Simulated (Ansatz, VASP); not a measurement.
**H26C12S3O7 in two plane-wave programs**

One calculation is typed for both programs; each brings its own data sets. How far apart do they land? Of the first pair: The structure shown is the start of the Ansatz relaxation below; VASP solves that cell, so the two are compared at the walk's first step.

Method: plane waves, with VASP 6.6.1 beside it; single point at PBE with D3(BJ), in Ansatz 0.2.0.

### Step 1. Starting point

The cell holds 192 atoms: 28 O, 12 S, 48 C and 104 H. Its edges and angles: a = 12.778 Å, b = 12.778 Å, c = 12.778 Å, α = 90.0°, β = 90.0°, γ = 90.0°.

### Step 2. Ansatz: relaxation, PBE with D3(BJ)

Ansatz runs on its default PAW (the set named soft_2) files.

The two programs are compared at the cell with which this relaxation starts, whose forces are those of its first step.

Contents of input.yaml:

```yaml
crystal:
  lattice:
    - [12.77814, 0.0, 0.0]
    - [0.0, 12.77814, 0.0]
    - [0.0, 0.0, 12.77814]
  atoms:
    - { symbol: O, position: [0.86482, 0.46713, 0.03442] }
    - { symbol: S, position: [0.94831, 0.39388, 0.04821] }
    - { symbol: O, position: [0.95592, 0.29765, 0.99084] }
    - { symbol: C, position: [0.96396, 0.37187, 0.18175] }
    - { symbol: C, position: [0.08701, 0.36905, 0.19035] }
    - { symbol: C, position: [0.12362, 0.46104, 0.12458] }
    - { symbol: C, position: [0.06473, 0.45632, 0.01971] }
    - { symbol: H, position: [0.93481, 0.43383, 0.23764] }
    - { symbol: H, position: [0.93073, 0.2928, 0.21174] }
    - { symbol: H, position: [0.13223, 0.29948, 0.15951] }
    - { symbol: H, position: [0.10357, 0.36924, 0.26989] }
    - { symbol: H, position: [0.09008, 0.53037, 0.1626] }
    - { symbol: H, position: [0.2043, 0.47948, 0.10746] }
    - { symbol: H, position: [0.09761, 0.40552, 0.96239] }
    - { symbol: H, position: [0.0512, 0.5359, 0.98184] }
    - { symbol: O, position: [0.14729, 0.85018, 0.16375] }
    - { symbol: S, position: [0.12368, 0.85851, 0.272] }
    - { symbol: O, position: [0.05128, 0.93695, 0.3109] }
    - { symbol: C, position: [0.23378, 0.85946, 0.34889] }
    - { symbol: C, position: [0.22099, 0.77701, 0.42809] }
    - { symbol: C, position: [0.16789, 0.68567, 0.37452] }
    - { symbol: C, position: [0.07822, 0.73168, 0.31583] }
    - { symbol: H, position: [0.29889, 0.84564, 0.2939] }
    - { symbol: H, position: [0.2374, 0.93768, 0.39019] }
    - { symbol: H, position: [0.1781, 0.80956, 0.49644] }
    - { symbol: H, position: [0.29832, 0.76257, 0.46064] }
    - { symbol: H, position: [0.21924, 0.64409, 0.31643] }
    - { symbol: H, position: [0.1308, 0.62501, 0.43339] }
    - { symbol: H, position: [0.00762, 0.75074, 0.36478] }
    - { symbol: H, position: [0.05438, 0.67978, 0.25159] }
[... 156 atom lines left out ...]
    - { symbol: O, position: [0.87259, 0.6686, 0.09774] }
    - { symbol: H, position: [0.8059, 0.7043, 0.07769] }
    - { symbol: H, position: [0.87096, 0.59441, 0.07288] }
    - { symbol: O, position: [0.22298, 0.75554, 0.73713] }
    - { symbol: H, position: [0.23776, 0.81816, 0.78168] }
    - { symbol: H, position: [0.14633, 0.75197, 0.72176] }
kpoints:
  mp_grid: { grid: [1, 1, 1] }
hamiltonian:
  xc: pbe
  dispersion: d3bj
scf:
  occupations: { method: fixed }
output:
  forces: true
relax:
  f_tol: 0.05
  max_steps: 200
  cell: {}
```

Started as:

```
ansatz run input.yaml --threads 4 --pin off --max-ram 8192MiB --backend cpu --events-out ev --progress --plain --runs-dir out
```

Numbers of over 12 decimals in the logs are rounded to 6 here.

Log:

```text
Engine: ansatz 0.2.0, x86_64-unknown-linux-gnu
Pseudopotentials: kind: paw
Pseudopotential: O, paw, valence charge 6, recommended cutoff 420 eV (normal), O.paw.azcp
Pseudopotential: S, paw, valence charge 6, recommended cutoff 420 eV (normal), S.paw.azcp
Pseudopotential: C, paw, valence charge 4, recommended cutoff 420 eV (normal), C.paw.azcp
Pseudopotential: H, paw, valence charge 1, recommended cutoff 420 eV (normal), H.paw.azcp
Functional definition: PBE
  parameter kappa = 0.804
  parameter beta = 0.066725
  exchange = pbe_x(kappa = kappa, mu = beta*pi^2/3)
  correlation = pbe_c(beta = beta)
Crystal: 192 atoms, lattice volume = 2086.426 Å³
Basis set: ecut = 420 eV, 40651 PW (Γ), exchange–correlation on 180×180×180 points (8 copies of the dense FFT grid, shifted against one another)
Bands: 460, of which v1, the nominal top of the filled ones, is band 268 counted from 1 (267 counted from 0)
Symmetry: 1 space group operations
Space group: P1 (ITA 1), of the structure as read, at distance tolerance 1.3e-4 Å
k-points: 1
Non-local potential: O, projectors of the file, l = 0: 2, l = 1: 2, l = 2: 1
Non-local potential: S, projectors of the file, l = 0: 2, l = 1: 2, l = 2: 2
Non-local potential: C, projectors of the file, l = 0: 2, l = 1: 2, l = 2: 1
Non-local potential: H, projectors of the file, l = 0: 2, l = 1: 1
PAW form: soft (Blöchl's): semilocal exchange-correlation on the pseudo side does not see the compensation charge
PAW one-centre angular grid: O, 110 points (default); XC on 64 Gauss nodes
PAW one-centre angular grid: S, 110 points (default); XC on 64 Gauss nodes
PAW one-centre angular grid: C, 110 points (default); XC on 64 Gauss nodes
PAW one-centre angular grid: H, 110 points (default); XC on 64 Gauss nodes
Initial density: superposition of atomic densities (neutral atoms: chi_scale 0, normalization atom), corrected by the library's trained network
Initial wavefunctions: pseudopotential atomic-orbital guess
Functional: x = pbe(κ = 0.804, μ = 0.219515), c = pbe(β = 0.066725)
SCF iter   1: F=—  HF=-40412.359658 eV  |F-HF|=—  |Δ(HF+E_count)|=         —  Δρ=6.90e-3  dr2=1.23e0  ethr=1.77e-3  ⟨swp⟩=5.0  Hψ=1540  notcnv=0  defer=189
preconditioner: auto → Resta (q_TF=auto, 2.175 Å⁻¹)  ε∞=2.4  [insulator: Δε(μ)=4.677 eV  Ē_g=15.364 eV  n_scr=364 (ndim 8)  ℏωp=18.4 eV  f_vac=0.252  ε∞_Penn≈2.4]
SCF iter   2: F=—  HF=-40412.036684 eV  |F-HF|=—  |Δ(HF+E_count)|=   3.23e-1  Δρ=3.94e-3  dr2=2.31e-1  ethr=2.29e-4  ⟨swp⟩=2.0  Hψ=725  notcnv=0  defer=190
SCF iter   3: F=—  HF=-40412.016694 eV  |F-HF|=—  |Δ(HF+E_count)|=   2.00e-2  Δρ=1.52e-3  dr2=6.18e-2  ethr=4.32e-5  ⟨swp⟩=2.0  Hψ=543  notcnv=0  defer=80
automatic band count: iteration 3 solves 350 bands in place of 460: the levels show a gap, and the empty bands left out lie too high to hold charge; the band table lists the bands solved (type scf.n_extra_bands for more)
SCF iter   4: F=—  HF=-40412.015327 eV  |F-HF|=—  |Δ(HF+E_count)|=   1.37e-3  Δρ=6.68e-4  dr2=1.28e-2  ethr=1.15e-5  ⟨swp⟩=3.0  Hψ=411  notcnv=0  defer=80
SCF iter   5: F=—  HF=-40412.013877 eV  |F-HF|=—  |Δ(HF+E_count)|=   1.45e-3  Δρ=2.57e-4  dr2=1.87e-3  ethr=2.38e-6  ⟨swp⟩=3.0  Hψ=535  notcnv=0  defer=80
SCF iter   6: F=—  HF=-40412.013591 eV  |F-HF|=—  |Δ(HF+E_count)|=   2.86e-4  Δρ=1.26e-4  dr2=3.67e-4  ethr=3.48e-7  ⟨swp⟩=2.0  Hψ=543  notcnv=0  defer=80
SCF iter   7: F=—  HF=-40412.013519 eV  |F-HF|=—  |Δ(HF+E_count)|=   7.27e-5  Δρ=3.44e-5  dr2=2.99e-5  ethr=6.85e-8  ⟨swp⟩=2.0  Hψ=536  notcnv=0  defer=80
SCF iter   8: F=—  HF=-40412.013324 eV  |F-HF|=—  |Δ(HF+E_count)|=   1.95e-4  Δρ=2.26e-5  dr2=1.03e-5  ethr=5.57e-9  ⟨swp⟩=2.0  Hψ=625  notcnv=0  defer=80
SCF iter   9: F=—  HF=-40412.013322 eV  |F-HF|=—  |Δ(HF+E_count)|=   1.55e-6  Δρ=6.09e-6  dr2=8.61e-7  ethr=1.93e-9  ⟨swp⟩=2.0  Hψ=540  notcnv=0  defer=80
SCF iter  10: F=—  HF=-40412.013322 eV  |F-HF|=—  |Δ(HF+E_count)|=   4.62e-8  Δρ=2.97e-6  dr2=1.76e-7  ethr=1.61e-10  ⟨swp⟩=2.0  Hψ=542  notcnv=0  defer=80
SCF iter  11: F=-40412.013322 eV  HF=-40412.013322 eV  |F-HF|=2.09e-8  |Δ(HF+E_count)|=   4.06e-8  Δρ=1.49e-6  dr2=4.23e-8  ethr=1.87e-11  ⟨swp⟩=5.0  Hψ=1070  notcnv=0
SCF 1 converged in 11 iterations: F = -40412.013322 eV  dr2 = 4.23e-8
  greatest PAW one-centre occupation: 0.881 electrons in one spin orbital (limit 2), on the O atom at site 150 (counted from 0), in its partial waves of l = 0
relax step   1: F+E_penalty+E_count = -40412.01332210 eV  Δ(F+E_penalty+E_count) = +0.000e0 eV  max|allowed force component| = 3.200e0 eV/Å  Δτ_max = 0.0000 Å  P = +2.886 GPa  Ω = 2086.426 Å³  (11 SCF iters, dr2 threshold 1.00e-7 eV, accepted)
Crystal: 192 atoms, lattice volume = 2101.554 Å³
Basis set: ecut = 420 eV, 41083 PW (Γ), exchange–correlation on 180×180×180 points (8 copies of the dense FFT grid, shifted against one another)
Initial density: handed on by an earlier stage of this run
[...]
- { symbol: H, position: [0.518920, 0.500250, 0.490197] }
    - { symbol: H, position: [0.496545, 0.543284, 0.293647] }
    - { symbol: H, position: [0.489647, 0.668187, 0.359739] }
    - { symbol: H, position: [0.678066, 0.707183, 0.322067] }
    - { symbol: H, position: [0.632332, 0.651118, 0.197283] }
    - { symbol: O, position: [0.022367, 0.747139, 0.633472] }
    - { symbol: S, position: [0.903950, 0.756446, 0.635112] }
    - { symbol: O, position: [0.851302, 0.843255, 0.568260] }
    - { symbol: C, position: [0.858365, 0.760348, 0.772611] }
    - { symbol: C, position: [0.811552, 0.648831, 0.794994] }
    - { symbol: C, position: [0.761259, 0.610718, 0.687893] }
    - { symbol: C, position: [0.845802, 0.628245, 0.602438] }
    - { symbol: H, position: [0.926812, 0.780092, 0.826370] }
    - { symbol: H, position: [0.796716, 0.825423, 0.772166] }
    - { symbol: H, position: [0.752216, 0.653236, 0.858747] }
    - { symbol: H, position: [0.876231, 0.592365, 0.824895] }
    - { symbol: H, position: [0.738677, 0.525516, 0.692291] }
    - { symbol: H, position: [0.687136, 0.658154, 0.666661] }
    - { symbol: H, position: [0.816512, 0.634978, 0.518074] }
    - { symbol: H, position: [0.911398, 0.567161, 0.609584] }
    - { symbol: O, position: [0.236478, 0.899311, 0.932033] }
    - { symbol: S, position: [0.225736, 0.017572, 0.917050] }
    - { symbol: O, position: [0.182492, 0.060666, 0.812839] }
    - { symbol: C, position: [0.353811, 0.075430, 0.953927] }
    - { symbol: C, position: [0.344978, 0.094643, 0.074382] }
    - { symbol: C, position: [0.231049, 0.141978, 0.089926] }
    - { symbol: C, position: [0.151387, 0.072444, 1.027861] }
    - { symbol: H, position: [0.418746, 0.018871, 0.933549] }
    - { symbol: H, position: [0.358496, 0.151438, 0.906353] }
    - { symbol: H, position: [0.408366, 0.148986, 0.100428] }
    - { symbol: H, position: [0.357539, 0.018992, 0.122468] }
    - { symbol: H, position: [0.211903, 0.142814, 0.175852] }
    - { symbol: H, position: [0.225626, 0.225439, 0.056673] }
    - { symbol: H, position: [0.081758, 0.117992, 0.992171] }
    - { symbol: H, position: [0.125042, 0.00317923, 0.076712] }
    - { symbol: O, position: [0.286238, 0.231912, 0.365238] }
    - { symbol: S, position: [0.373323, 0.307708, 0.382436] }
    - { symbol: O, position: [0.344359, 0.418412, 0.410767] }
    - { symbol: C, position: [0.458213, 0.304837, 0.265245] }
    - { symbol: C, position: [0.547116, 0.218334, 0.291729] }
    - { symbol: C, position: [0.528976, 0.163056, 0.403828] }
    - { symbol: C, position: [0.472427, 0.244309, 0.474594] }
    - { symbol: H, position: [0.404354, 0.286356, 0.196780] }
    - { symbol: H, position: [0.490080, 0.385839, 0.252316] }
    - { symbol: H, position: [0.626050, 0.256573, 0.291813] }
[...]
- { symbol: O, position: [0.545380, 0.855629, 0.904398] }
    - { symbol: S, position: [0.529814, 0.754362, 0.965333] }
    - { symbol: O, position: [0.627302, 0.696943, 0.010368] }
    - { symbol: C, position: [0.453620, 0.657240, 0.892007] }
    - { symbol: C, position: [0.408544, 0.589326, 0.984323] }
    - { symbol: C, position: [0.362403, 0.669460, 0.065429] }
    - { symbol: C, position: [0.433633, 0.769420, 0.070475] }
[...]
- { symbol: O, position: [0.594511, 0.089454, 0.039828] }
    - { symbol: S, position: [0.683606, 1.020941, 0.085297] }
    - { symbol: O, position: [0.655908, 0.929056, 0.156406] }
    - { symbol: C, position: [0.782121, 0.103581, 0.153114] }
    - { symbol: C, position: [0.890196, 0.065262, 0.110586] }
    - { symbol: C, position: [0.871721, 0.043084, -0.010188] }
    - { symbol: C, position: [0.770666, 0.975592, -0.020305] }
[...]
- { symbol: O, position: [0.496185, 0.714125, 0.644653] }
    - { symbol: S, position: [0.501581, 0.819243, 0.588215] }
    - { symbol: O, position: [0.525269, 0.818688, 0.472551] }
    - { symbol: C, position: [0.595778, 0.904757, 0.657725] }
    - { symbol: C, position: [0.533157, 0.010780, 0.671764] }
    - { symbol: C, position: [0.415630, 0.981703, 0.693230] }
    - { symbol: C, position: [0.380945, 0.901439, 0.608512] }
[...]
- { symbol: O, position: [0.461876, 0.924520, 0.277513] }
    - { symbol: H, position: [0.485748, 0.891553, 0.347431] }
    - { symbol: H, position: [0.528926, 0.932574, 0.238414] }
    - { symbol: O, position: [0.000552455, 0.806100, -0.019757] }
    - { symbol: H, position: [0.944627, 0.768918, 0.021759] }
    - { symbol: H, position: [0.063775, 0.802506, 0.029300] }
    - { symbol: O, position: [0.844610, 0.694784, 0.091666] }
    - { symbol: H, position: [0.768758, 0.706767, 0.068978] }
    - { symbol: H, position: [0.862303, 0.622129, 0.066914] }
    - { symbol: O, position: [0.216474, 0.743466, 0.767464] }
    - { symbol: H, position: [0.212342, 0.798454, 0.822633] }
    - { symbol: H, position: [0.145329, 0.747350, 0.730985] }
```

Reading the cycles: dr2 is the Hartree energy of the density residual (eV), the measure of convergence; HF is the Harris–Foulkes estimate of the energy, which meets the free energy F at convergence.

### Step 3. VASP: single point, PBE with D3(BJ), start cell, pair 1

The same cell, functional and mesh now go to VASP, with its own data sets.

Lines of VASP's logs that name or quote its potential files are left out, and so is its time.

Contents of INCAR:

```
SYSTEM = H26C12S3O7
PREC = Accurate
ENCUT = 520
EDIFF = 1E-06
NELM = 120
ISMEAR = 0
SIGMA = 0.01
LREAL = Auto
ALGO = Normal
GGA = PE
IVDW = 12
NBANDS = 402
LORBIT = 11
LWAVE = .FALSE.
LCHARG = .FALSE.
ISIF = 2
LASPH = .TRUE.
GGA_COMPAT = .FALSE.
EFERMI = MIDGAP
```

Contents of POSCAR:

```
H26C12S3O7
1.0
   12.7781400000      0.0000000000      0.0000000000
    0.0000000000     12.7781400000      0.0000000000
    0.0000000000      0.0000000000     12.7781400000
O S C H
28 12 48 104
Direct
    0.8648207016      0.4671337143      0.0344181548
    0.9559215974      0.2976489536      0.9908406075
    0.1472906072      0.8501785080      0.1637484016
    0.0512828941      0.9369517003      0.3108981432
    0.8203463102      0.2516798219      0.4525228241
    0.8948720236      0.3253603420      0.6209667448
    0.6550562132      0.2383680254      0.6505563408
    0.6028968222      0.4320034058      0.6820632737
    0.3175892579      0.3058974154      0.6731574392
    0.2846893210      0.3517178557      0.8680762615
    0.7338783266      0.4436091638      0.2556084062
    0.8586539199      0.5610519215      0.3600837055
    0.0193690161      0.7837916943      0.6863988030
    0.8278826183      0.8463986151      0.6490694264
    0.2397297259      0.9232173071      0.8705179314
    0.1998882466      0.0962111857      0.7841673358
    0.2177781743      0.2137008986      0.3561785988
    0.2906917595      0.3776136433      0.4476238326
    0.5302727940      0.8470012067      0.9445036602
    0.6646194204      0.7119815560      0.0246279975
    0.6446086833      0.0805203261      0.0597191767
    0.6502980872      0.9030970079      0.1453106634
    0.5627423083      0.7436293545      0.6479190242
    0.5856564414      0.8422430808      0.4820498132
    0.5080473371      0.8796507160      0.2898935213
    0.0437387601      0.7412189881      0.0109405594
    0.8725917857      0.6686027857      0.0977372294
    0.2229823746      0.7555403212      0.7371338865
    0.9483070306      0.3938836169      0.0482073291
    0.1236799722      0.8585130543      0.2720035936
[... 156 atom lines left out ...]
    0.9744610718      0.7243229453      0.0431831237
    0.0739700770      0.8044676299      0.0457265298
    0.8058997632      0.7042965565      0.0776873629
    0.8709561799      0.5944135844      0.0728822818
    0.2377576079      0.8181628938      0.7816787107
    0.1463280258      0.7519717267      0.7217638874
```

Contents of KPOINTS:

```
Automatic mesh
0
Gamma
1 1 1
0 0 0
```

The projector-augmented-wave data sets are O, S, C and H (PBE family, release 64).

Started as:

```
export OMP_NUM_THREADS=4
mpirun -np 1 vasp_gam
```

Log:

```text
[banner, memory and clock lines left out]
running    1 mpi-ranks, on    1 nodes
[...]
Offloading initialized ...    1 GPUs detected
[...]
LDA part: xc-table for (Slater+PW92), standard interpolation
 POSCAR, INCAR and KPOINTS ok, starting setup
[...]
entering main loop
       N       E                     dE             d eps       ncg     rms          rms(c)
DAV:   1     0.421596588651E+04    0.42160E+04   -0.27912E+05   820   0.123E+03
DAV:   2    -0.668436411916E+03   -0.48844E+04   -0.46388E+04  1022   0.293E+02
DAV:   3    -0.115208650045E+04   -0.48365E+03   -0.47940E+03   992   0.966E+01
DAV:   4    -0.116362622507E+04   -0.11540E+02   -0.11486E+02  1024   0.165E+01
[...]
DAV:  19    -0.104517811211E+04    0.34767E-05   -0.30239E-06   912   0.674E-03    0.446E-03
DAV:  20    -0.104517811110E+04    0.10159E-05   -0.26924E-06   928   0.444E-03    0.298E-03
DAV:  21    -0.104517811086E+04    0.23499E-06   -0.88737E-07   656   0.228E-03
   1 F= -.10563026E+04 E0= -.10563026E+04  d E =0.000000E+00
```

From OUTCAR (step 3):

```text
  FREE ENERGIE OF THE ION-ELECTRON SYSTEM (eV)
  ---------------------------------------------------
  free  energy   TOTEN  =     -1056.3025547674 eV

  energy  without entropy=    -1056.3025547674  energy(sigma->0) =    -1056.30255477
```

The run ends at a pressure of 2.54 GPa, with forces up to 3.5 eV/Å.

### Step 4. Differences

Known differences besides the potentials themselves: fixed occupations in Ansatz, narrow Gaussian smearing in VASP; the cutoff is 420 eV in Ansatz and 520 eV in VASP (PREC = Accurate, projectors in real space). Total energies have different zeros and are not compared.

Forces on 10 of the 192 atoms, those with the largest forces and the largest differences (eV/Å; atoms numbered as in POSCAR):

| atom | Ansatz x, y, z | VASP x, y, z |
| --- | --- | --- |
| O1 | -2.178, 0.885, -0.814 | -1.911, 0.662, -0.775 |
| O3 | 0.999, 0.703, -2.724 | 0.898, 0.742, -2.325 |
| O24 | 1.427, 0.001, -1.902 | 1.299, -0.022, -1.547 |
| S30 | -2.462, -0.930, 1.853 | -2.485, -0.834, 1.574 |
| S37 | -3.200, 1.019, 0.734 | -3.234, 1.061, 0.793 |
| C41 | 1.162, -2.043, 2.319 | 1.153, -2.032, 2.260 |
| C61 | 1.167, 0.237, 3.018 | 1.192, 0.245, 2.975 |
| C64 | -1.145, -1.944, -2.520 | -1.121, -1.942, -2.536 |
| C82 | 0.424, -3.113, 0.733 | 0.433, -3.105, 0.741 |
| C83 | 0.457, 2.878, -0.782 | 0.481, 2.892, -0.792 |

The forces differ by 59 meV/Å r.m.s., which is 6.5 % of the r.m.s. force of 0.912 eV/Å (both taken over all components).

[end of part 1 of 2]

[Lines on the potential files, build, host, timing and source positions are cut from VASP's logs without a mark.]

[Logs are printed without paths, hosts, clocks, repeated set-up lines and the standing remarks that a program may print on its own settings, such as how far it seeks lower states.]

[Hosts, paths, dates, database ids (printed as entryN), source tags and the programs' standing remarks are cut or masked in the printed files.]
